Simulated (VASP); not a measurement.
Data:

```xyz
3
Lattice="0.0000 2.6922 2.6922 2.6922 0.0000 2.6922 2.6922 2.6922 0.0000" Properties=species:S:1:pos:R:3 pbc="T T T"
Si     1.3461     1.3461     1.3461
Si     4.0384     4.0384     4.0384
Ni     0.0000     0.0000     0.0000
```

Calculation: optB86b-vdW, VASP's PBE PAW potentials (set 64) (plane waves; VASP). Numerical set-up: 520 eV cut-off, 10×10×10 Γ-centred mesh, first-order Methfessel-Paxton smearing of 0.10 eV, potentials Si Ni.

Problem. Estimate the energy per atom (σ→0), pressure, band gap (on the k-mesh) with the smallest direct gap where there is one.

Solution. 
- band gap (on the k-mesh): none (metal, semimetal or under 0.01 eV)
- energy per atom (σ→0): -4.168 eV/atom
- pressure: 4.03 GPa

Total energies compare only between runs with the same potentials, cut-off and functional.

The compound is NiSi2 in the fluorite structure. This cell is one point of a volume scan, at 0.97 of the reference volume. The run is not spin-polarised, so no magnetic state was tried.
